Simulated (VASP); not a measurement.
Here is the system:

```yaml
crystal:
  lattice:
    - [0.00000, 2.75000, 2.75000]
    - [2.75000, 0.00000, 2.75000]
    - [2.75000, 2.75000, 0.00000]
  atoms:
    - { symbol: Li, position: [0.00000, 0.00000, 0.00000] }
    - { symbol: Br, position: [0.50000, 0.50000, 0.50000] }
```

These are PBE GGA, VASP's PBE PAW potentials (set 64) (plane waves; VASP) values and carry that method's errors. Run with 400 eV cut-off, 10×10×10 Γ-centred mesh, Fermi-Dirac smearing of 0.050 eV, potentials Li_sv Br.

**Question.** Predict the energy per atom (σ→0).

**Answer.** 
```yaml
energy per atom (σ→0): -3.345 eV/atom
```

The absolute energy has meaning only against runs of the same code, potentials and settings.

The structure is a typed LiBr crystal (Fm-3m). The cell was not relaxed at this level.
